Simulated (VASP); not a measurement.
The system is Ca2ZrN2.

```
Ca Zr N
1.0
    -1.88479    1.88479    6.10339
     1.88479   -1.88479    6.10339
     1.88479    1.88479   -6.10339
Ca Zr N
2 1 2
Direct
  0.35687 0.35687 0.00000
  0.65294 0.65294 0.00000
  0.00591 0.00591 0.00000
  0.86515 0.86515 0.00000
  0.14683 0.14683 0.00000
```

The cell was built by a generator and needn't be a form met in nature.

| Quantity | Value |
| --- | --- |
| Program | VASP 6.6.1 |
| Task | relaxation of cell and atoms |
| Functional | PBE |
| Potentials or basis | VASP PAW PBE potentials, release 64 (Ca_sv, Zr_sv, N) |
| Cutoff | 520 eV |
| k mesh | 5 × 5 × 5 |
| Occupations | gaussian, width 0.15 eV |
| Spin | no spin polarisation |

At the start: pressure 24.6 GPa; volume 17.35 Å³/atom.

Task: How do energy, volume and symmetry change on relaxing?

Result: Over 17 steps the energy falls by 871.1 meV/atom and the volume is 17.65 Å³/atom (+1.8 %); space group I4/mmm (No. 139, to 0.05 Å).

Step by step:
| step | energy change (eV) | largest force (eV/Å) | pressure (GPa) | volume (Å³) |
| --- | --- | --- | --- | --- |
| 1 | 0.0000 | 10.9878 | 24.64 | 86.73 |
| 2 | 2.8592 | 2.6818 | -14.74 | 119.66 |
| 3 | 0.5070 | 3.4183 | -15.30 | 110.90 |
| 4 | -1.3581 | 3.7181 | -13.44 | 104.25 |
| 5 | -3.2342 | 2.3975 | -5.54 | 95.53 |
| 6 | -3.2583 | 2.2708 | 2.95 | 91.36 |
| 7 | -3.3636 | 2.3709 | -2.09 | 93.54 |
| 8 | -3.3671 | 2.3548 | -1.38 | 93.19 |
| 9 | -3.8626 | 1.6450 | -1.63 | 91.99 |
| 10 | -4.2986 | 0.8007 | -1.57 | 89.74 |
| 11 | -4.3069 | 0.7717 | -1.49 | 89.32 |
| 12 | -4.3041 | 0.5437 | 3.18 | 86.66 |
| 13 | -4.3302 | 0.2802 | 0.81 | 87.99 |
| 14 | -4.3509 | 0.1697 | 0.15 | 88.35 |
| 15 | -4.3537 | 0.1817 | -0.25 | 88.59 |
| 16 | -4.3539 | 0.1649 | -0.20 | 88.55 |
| 17 | -4.3556 | 0.0753 | -0.12 | 88.26 |

Final structure:
```
CELL_PARAMETERS angstrom
-1.76836 1.76836 7.05603
1.76836 -1.76836 7.05603
1.76836 1.76836 -7.05603
ATOMIC_POSITIONS crystal
Ca 0.33636 0.33636 0.00000
Ca 0.67479 0.67479 0.00000
Zr 0.00535 0.00535 0.00000
N 0.85824 0.85824 0.00000
N 0.15295 0.15295 0.00000
```

Caveat: the k mesh is coarse (spacing up to 0.47 Å⁻¹), so the values aren't converged.
